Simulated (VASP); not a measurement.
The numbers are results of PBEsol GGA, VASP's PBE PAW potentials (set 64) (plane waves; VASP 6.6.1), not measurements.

Input for VASP

### KPOINTS
```
Automatic mesh
0
G
  14 14 4
```

**INCAR**
```
# general
SYSTEM   =  Ti4CN3
PREC     =  Accurate
ENCUT    =  520   # plane-wave cut-off (eV)
LREAL    =  F   # projection in real space or not
LASPH    =  T   # aspherical one-centre terms

# electronic loop
EDIFF    =  1E-7   # SCF stop (eV)
NELM     =  100   # most electronic steps
ALGO     =  Normal
LMAXMIX  =  4   # l cut-off of mixed one-centre charges

# smearing
ISMEAR   =  -5   # tetrahedra, Bloechl

# functional
GGA      =  PS   # PBEsol

# ions
ISIF     =  2

# output
LWAVE    =  F
LCHARG   =  T
LORBIT   =  11
NEDOS    =  601

# other
LEFG     =  T
```

POSCAR:
```
Ti4CN3
8.4672420
  0.0000000000   0.2493304928   0.2493304928
  0.2493304928   0.0000000000   0.2493304928
  0.9999999503   0.9999999503  -0.0026779792
Ti N C
4 3 1
Cartesian
  0.9998696086   0.9998696086  -0.0025476375
  0.5008373027   0.5008373027   0.4964846685
  0.4984931528   0.4984931528   0.0001678327
  0.9994607972   0.9994607972   0.4965221595
  0.2516815073   0.2516815073   0.2469794782
  0.4996652277   0.4996652277   0.2483262506
  0.7476489481   0.7476489481   0.2496730230
  0.9996652029   0.9996652029   0.2469872610
```

POTCAR, in this order: Ti_sv N C (PBE.64 set). Program: vasp_std.

**Question.** What does the run give for the energy per atom (σ→0), band gap (on the k-mesh)?

**Answer.** 
```
Property                                                    Result
------------------------  ----------------------------------------
energy per atom (σ→0)                              -10.283 eV/atom
band gap (on the k-mesh)  none (metal, semimetal or under 0.01 eV)
```

**OSZICAR**
```
...
DAV:  15    -0.822660539123E+02    0.80934E-05   -0.21681E-05 24208   0.308E-02    0.883E-03
DAV:  16    -0.822660586147E+02   -0.47024E-05   -0.79119E-06 23592   0.212E-02    0.471E-03
DAV:  17    -0.822660574621E+02    0.11526E-05   -0.89797E-07 22424   0.731E-03    0.155E-03
DAV:  18    -0.822660578744E+02   -0.41236E-06   -0.16368E-07 15808   0.280E-03    0.112E-03
DAV:  19    -0.822660571099E+02    0.76456E-06   -0.76801E-08 12936   0.207E-03    0.389E-04
DAV:  20    -0.822660568175E+02    0.29237E-06   -0.58930E-08 12864   0.127E-03    0.421E-04
DAV:  21    -0.822660568031E+02    0.14374E-07   -0.17756E-08 12696   0.100E-03
   1 F= -.82266057E+02 E0= -.82266057E+02  d E =0.000000E+00
```

The structure was generated: Ti4CN3 was put into an ordered model structure (R-3m), which need not be its known phase. It was relaxed first. The electron count is odd and the run is not spin-polarised, which forces a metal.
